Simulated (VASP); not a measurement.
Given:

```
KF
1.0
    0.00000     2.65578     2.65578
    2.65578     0.00000     2.65578
    2.65578     2.65578     0.00000
K F
1 1
Direct
  0.00000   0.00000   0.00000
  0.50000   0.50000   0.50000
```

The numbers are results of PBEsol GGA, VASP's PBE PAW potentials (set 64) (plane waves; VASP), not measurements. Settings: 650 eV cut-off, 8×8×8 Γ-centred mesh, Gaussian smearing of 0.050 eV, potentials K_sv F.

Task: Give the elastic stiffness tensor with the ions relaxed (GPa, in the frame of the cell).

Result: 
|  | xx | yy | zz | yz | xz | xy |
|---|---|---|---|---|---|---|
| xx | 71.6 | 14.6 | 14.6 | 0.0 | 0.0 | 0.0 |
| yy | 14.6 | 71.6 | 14.6 | 0.0 | 0.0 | 0.0 |
| zz | 14.6 | 14.6 | 71.6 | 0.0 | 0.0 | 0.0 |
| yz | 0.0 | 0.0 | 0.0 | 13.6 | 0.0 | 0.0 |
| xz | 0.0 | 0.0 | 0.0 | 0.0 | 13.6 | 0.0 |
| xy | 0.0 | 0.0 | 0.0 | 0.0 | 0.0 | 13.6 |

Task: What does the run give for the Hill bulk modulus, Hill shear modulus, Young's modulus, Poisson's ratio?

Result: 
| Item | Result |
|---|---|
| Hill bulk modulus | 33.6 GPa |
| Hill shear modulus | 18.4 GPa |
| Young's modulus | 46.6 GPa |
| Poisson's ratio | 0.269 |

The compound is KF in the rock salt structure. It was relaxed first.
